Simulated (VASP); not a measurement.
Energy against volume of CsI (CsCl type). All values below come from rev-vdW-DF2, VASP's PBE PAW potentials (set 64) (plane waves; VASP). Numerical set-up: 520 eV cut-off, 6×6×6 Γ-centred mesh, Gaussian smearing of 0.050 eV, potentials Cs_sv I.

```tsv
V (Å³/atom)	E (eV/atom)
45.337	-0.64262
46.739	-0.64484
48.141	-0.64350
49.543	-0.63919
```

Problem. Fit these four points and predict the energy of the run at 43.935 Å³/atom.

Solution. A cubic in V^(−2/3), the third-order Birch-Murnaghan form, passes through the four points with V0 = 46.87 Å³/atom and B0 = 13 GPa, and gives -0.6361 eV/atom there. The run gave -0.6361 eV/atom, +0.0 meV/atom from the fit; all five points give B0 = 13 GPa.

The compound is CsI in the CsCl type structure. It was relaxed first.
